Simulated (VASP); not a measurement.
Input:

```
GaSb
1.0
    0.00000     3.05000     3.05000
    3.05000     0.00000     3.05000
    3.05000     3.05000     0.00000
Ga Sb
1 1
Cartesian
  0.00000   0.00000   0.00000
  1.52500   1.52500   1.52500
```

These are PBE GGA, VASP's PBE PAW potentials (set 64) (plane waves; VASP) values and carry that method's errors. Run with 400 eV cut-off, 7×7×7 Γ-centred mesh, Gaussian smearing of 0.050 eV, potentials Ga_d Sb.

Question: Give the stress tensor in GPa (positive for a compressed cell).

Answer: 
```
2.72  0.00  0.00
0.00  2.72  0.00
0.00  0.00  2.72
```
The pressure is its mean diagonal, 2.72 GPa.

The compound is GaSb in the zinc blende structure. The cell was not relaxed at this level.
